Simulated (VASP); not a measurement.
A convergence study with VASP on C (diamond): one setting is varied, all else stays as given below, so the limit is that of these other settings. Each run relaxes cell and ions from the cell shown.

```yaml
crystal:
  lattice:
    - [0.00000, 1.78350, 1.78350]
    - [1.78350, 0.00000, 1.78350]
    - [1.78350, 1.78350, 0.00000]
  atoms:
    - { symbol: C, position: [0.00000, 0.00000, 0.00000] }
    - { symbol: C, position: [0.25000, 0.25000, 0.25000] }
```

These are LDA (Ceperley-Alder, Perdew-Zunger), VASP's LDA PAW potentials (set 64) (plane waves; VASP) values and carry that method's errors. The tightest run used: 700 eV cut-off, 17×17×17 Γ-centred mesh, Gaussian smearing of 0.050 eV, potentials C.

Gaps are read on the run's mesh, which can miss a band edge.

**Question.** The settings run are 2×2×2 mesh; 3×3×3 mesh; 4×4×4 mesh; 5×5×5 mesh; 6×6×6 mesh; 7×7×7 mesh; 8×8×8 mesh; 9×9×9 mesh; 11×11×11 mesh; 12×12×12 mesh; 13×13×13 mesh; 14×14×14 mesh; 15×15×15 mesh; 16×16×16 mesh; 17×17×17 mesh. From which on does the relaxed volume stay within 0.05 Å³/atom of the tightest run?

**Answer.** From 4×4×4 mesh on: it is off by 0.013 there and by no more than 0.05 in any finer run, while 3×3×3 mesh is off by 0.061.
```tsv
setting	relaxed volume (Å³/atom)	E (eV/atom)	gap on the mesh (eV)	irreducible k-points	difference judged (Å³/atom)
2×2×2 mesh	5.896	-8.5544	4.364	3	0.381
3×3×3 mesh	5.576	-9.8401	4.111	4	0.061
4×4×4 mesh	5.528	-10.0640	4.469	8	0.013
5×5×5 mesh	5.519	-10.1136	4.195	10	0.003
6×6×6 mesh	5.516	-10.1259	4.193	16	0.001
7×7×7 mesh	5.516	-10.1292	4.289	20	0.000
8×8×8 mesh	5.515	-10.1302	4.169	29	0.000
9×9×9 mesh	5.515	-10.1304	4.196	35	0.000
11×11×11 mesh	5.515	-10.1305	4.167	56	0.000
12×12×12 mesh	5.515	-10.1305	4.196	72	0.000
13×13×13 mesh	5.515	-10.1305	4.178	84	0.000
14×14×14 mesh	5.515	-10.1305	4.169	104	0.000
15×15×15 mesh	5.515	-10.1305	4.196	120	0.000
16×16×16 mesh	5.515	-10.1305	4.170	145	0.000
17×17×17 mesh	5.515	-10.1305	4.172	165	0.000
```

Left out are rungs that failed or repeat a setting and relaxations that didn't move; long series are thinned to 24 rows.

The compound is C in the diamond structure.
